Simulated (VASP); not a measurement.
Set up this calculation in VASP 6.6.1, as the native input.

- Task: single point
- Functional: r2SCAN
- Potentials or basis: VASP PAW PBE potentials, release 64 (Si, F)
- Cutoff: 520 eV
- k mesh: 9 × 9 × 9
- Occupations: fermi-dirac, width 0.05 eV
- Spin: no spin polarisation
- Further INCAR settings: ALGO = Normal; EDIFF = 1e-07

The structure of SiF lies in POSCAR:

```
SiF
1.0
    3.0286000000      0.0000000000      0.0000000000
    0.0000000000      3.0286000000      0.0000000000
    0.0000000000      0.0000000000      3.0286000000
Si F
1 1
Direct
    0.5000000000      0.5000000000      0.5000000000
    0.0000000000      0.0000000000      0.0000000000
```

The cell was built by a generator and needn't be a form met in nature.

These files were run (other wordings do the same):

INCAR

```
SYSTEM = SiF
ALGO = Normal
EDIFF = 1E-7
ENCUT = 520
ISIF = 2
ISMEAR = -1
LASPH = .True.
LCHARG = .False.
LMIXTAU = .True.
LREAL = .False.
LWAVE = .False.
METAGGA = R2SCAN
NELM = 60
PREC = Accurate
SIGMA = 0.05
```

KPOINTS

```
k-points
0
Gamma
  9 9 9
  0 0 0
```

Potentials or basis: VASP PAW PBE potentials, release 64 (Si, F).

Launch:

```console
$ cat potpaw_PBE.64/Si/POTCAR potpaw_PBE.64/F/POTCAR > POTCAR
$ mpirun -np 1 vasp_std > vasp.out
```

It gave:

| Item | Value |
| --- | --- |
| Pressure | -0.2 GPa |
| Band gap on the k mesh | none (metal or under the smearing width) |

Caveat: the PAW data sets were made with another functional, which shifts forces and pressure a little; an odd number of electrons without spin polarisation forces a metal; a magnetic or distorted state may lie lower.

It took 16 s on 1 thread of Intel(R) Xeon(R) 6975P-C (Granite Rapids), on a shared host, peak memory 0.13 GiB.
